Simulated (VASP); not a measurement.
Level of theory: PBE GGA, VASP's PBE PAW potentials (set 64) (plane waves; VASP).

The input files of a VASP run:

**POSCAR**
```
Pd
1.0
  0.0000000000   1.9690748081   1.9690748081
  1.9690748081   0.0000000000   1.9690748081
  1.9690748081   1.9690748081   0.0000000000
Pd
1
direct
  0.0000000000   0.0000000000   0.0000000000
```

### INCAR
```
! general
SYSTEM =Pd
PREC   =Accurate
ENCUT  =500   ! plane-wave cut-off (eV)
LREAL  =.False.
LASPH  =.True.   ! aspherical one-centre terms

! electronic loop
EDIFF  =1E-6   ! SCF stop (eV)
NELM   =100   ! most electronic steps
ALGO   =Normal   ! blocked Davidson
LMAXMIX=4   ! l cut-off of mixed one-centre charges

! smearing
ISMEAR =1   ! Methfessel-Paxton
SIGMA  =0.1

! functional
GGA    =PE

! ions
IBRION =2   ! conjugate gradients
NSW    =40   ! most ionic steps
ISIF   =3   ! ions, shape and volume
EDIFFG =-0.02

! output
LWAVE  =.False.
LCHARG =.False.
```

### KPOINTS
```
K-points
0
gamma
 16 16 16
```

POTCAR, in this order: Pd (PBE.64 set). Program: vasp_std.

Output of the run:

File OUTCAR:
```
 ion  position               nearest neighbor table
   1  0.000  0.000  0.000-
  LATTYP: Found a face centered cubic cell.
 ALAT       =     3.9381496162
 Subroutine PRICEL returns:
 Original cell was already a primitive cell.
 Subroutine GETGRP returns: Found 48 space group operations
The static configuration has the point symmetry O_h .
The dynamic configuration has the point symmetry O_h .
 Subroutine INISYM returns: Found 48 space group operations
 Subroutine IBZKPT returns following result:
 Found    145 irreducible k-points:

 Following reciprocal coordinates:
            Coordinates               Weight
  0.000000  0.000000  0.000000      1.000000
  0.062500  0.000000  0.000000      8.000000
  0.125000  0.000000  0.000000      8.000000
  0.187500  0.000000  0.000000      8.000000
  0.250000  0.000000  0.000000      8.000000
  0.312500  0.000000  0.000000      8.000000
  0.375000  0.000000  0.000000      8.000000
  0.437500  0.000000  0.000000      8.000000
  0.500000  0.000000  0.000000      4.000000
  0.062500  0.062500  0.000000      6.000000
  0.125000  0.062500  0.000000     24.000000
  0.187500  0.062500  0.000000     24.000000
  0.250000  0.062500  0.000000     24.000000
  0.312500  0.062500  0.000000     24.000000
  0.375000  0.062500  0.000000     24.000000
  0.437500  0.062500  0.000000     24.000000
  0.500000  0.062500  0.000000     24.000000
 -0.437500  0.062500  0.000000     24.000000
 -0.375000  0.062500  0.000000     24.000000
 -0.312500  0.062500  0.000000     24.000000
 -0.250000  0.062500  0.000000     24.000000
 -0.187500  0.062500  0.000000     24.000000
 -0.125000  0.062500  0.000000     24.000000
 -0.062500  0.062500  0.000000     12.000000
  0.125000  0.125000  0.000000      6.000000
...
```

File OSZICAR:
```
       N       E                     dE             d eps       ncg     rms          rms(c)
DAV:   1     0.381128696375E+02    0.38113E+02   -0.51687E+03  2626   0.101E+03
DAV:   2    -0.511428723311E+01   -0.43227E+02   -0.41832E+02  2776   0.191E+02
DAV:   3    -0.548112256854E+01   -0.36684E+00   -0.36321E+00  3069   0.206E+01
DAV:   4    -0.548300595163E+01   -0.18834E-02   -0.18832E-02  3010   0.136E+00
DAV:   5    -0.548302899861E+01   -0.23047E-04   -0.23048E-04  3071   0.131E-01    0.702E+00
DAV:   6    -0.522936467833E+01    0.25366E+00   -0.12362E+00  2659   0.104E+01    0.344E+00
DAV:   7    -0.522046874796E+01    0.88959E-02   -0.56923E-03  2850   0.723E-01    0.185E+00
DAV:   8    -0.521706011836E+01    0.34086E-02   -0.10074E-03  2744   0.250E-01    0.428E-02
DAV:   9    -0.521706350754E+01   -0.33892E-05   -0.75096E-06  3252   0.312E-02    0.109E-02
DAV:  10    -0.521706723666E+01   -0.37291E-05   -0.15444E-06  2925   0.138E-02    0.222E-03
DAV:  11    -0.521706707031E+01    0.16634E-06   -0.35147E-08  1380   0.174E-03
   1 F= -.52170671E+01 E0= -.52169759E+01  d E =-.521707E+01
       N       E                     dE             d eps       ncg     rms          rms(c)
DAV:   1    -0.521986909119E+01   -0.28019E-02   -0.56203E-02  2654   0.266E+00    0.354E-01
DAV:   2    -0.521705371778E+01    0.28154E-02   -0.14929E-02  2643   0.110E+00    0.909E-02
DAV:   3    -0.521704062005E+01    0.13098E-04   -0.60265E-05  2867   0.620E-02    0.553E-02
DAV:   4    -0.521703809390E+01    0.25262E-05   -0.29326E-05  2904   0.456E-02    0.324E-03
DAV:   5    -0.521703841062E+01   -0.31672E-06   -0.28828E-07  2187   0.458E-03
   2 F= -.52170384E+01 E0= -.52169384E+01  d E =0.286597E-04
       N       E                     dE             d eps       ncg     rms          rms(c)
DAV:   1    -0.521807507969E+01   -0.10370E-02   -0.19471E-02  2654   0.156E+00    0.209E-01
DAV:   2    -0.521709504058E+01    0.98004E-03   -0.51465E-03  2642   0.649E-01    0.513E-02
DAV:   3    -0.521709370266E+01    0.13379E-05   -0.22984E-05  2889   0.378E-02    0.313E-02
DAV:   4    -0.521709795061E+01   -0.42480E-05   -0.10421E-05  2905   0.273E-02    0.211E-03
DAV:   5    -0.521709788904E+01    0.61573E-07   -0.92789E-08  1395   0.285E-03
   3 F= -.52170979E+01 E0= -.52170031E+01  d E =-.308187E-04
```

### OUTCAR
```
------------------------ aborting loop because EDIFF is reached ----------------------------------------
  FORCE on cell =-STRESS in cart. coord.  units (eV):
  Direction    XX          YY          ZZ          XY          YZ          ZX
  --------------------------------------------------------------------------------------
  Total        0.0012100      0.0012100      0.0012100      0.0000000      0.0000000     -0.0000000
  in kB        0.1267235      0.1267235      0.1267235      0.0000000      0.0000000     -0.0000000
  external PRESSURE =       0.1267235 kB  Pullay stress =       0.0000000 kB
  volume of cell :       15.30
      direct lattice vectors                 reciprocal lattice vectors
     0.000000000  1.970337115  1.970337115    -0.253763681  0.253763681  0.253763681
     1.970337115  0.000000000  1.970337115     0.253763681 -0.253763681  0.253763681
     1.970337115  1.970337115 -0.000000000     0.253763681  0.253763681 -0.253763681
 POSITION                                       TOTAL-FORCE (eV/Angst)
 -----------------------------------------------------------------------------------
      0.00000      0.00000      0.00000         0.000000      0.000000      0.000000
 -----------------------------------------------------------------------------------
    total drift:                                0.000000     -0.000000      0.000000
  FREE ENERGIE OF THE ION-ELECTRON SYSTEM (eV)
  ---------------------------------------------------
  free  energy   TOTEN  =        -5.2170978890 eV

  energy  without entropy=       -5.2168134913  energy(sigma->0) =       -5.21700309

 reached required accuracy - stopping structural energy minimisation
```
(Selected blocks of OUTCAR.)

CONTCAR:
```
Pd
   1.00000000000000
     0.0000000000000000    1.9703371151186162    1.9703371151186162
     1.9703371151186162    0.0000000000000000    1.9703371151186162
     1.9703371151186162    1.9703371151186162   -0.0000000000000000
  Pd
     1
Direct
     0.0000000000000000    0.0000000000000000    0.0000000000000000
```

The compound is Pd in the fcc structure. This run relaxes it. Symmetry was kept, so distortions that lower it aren't found.
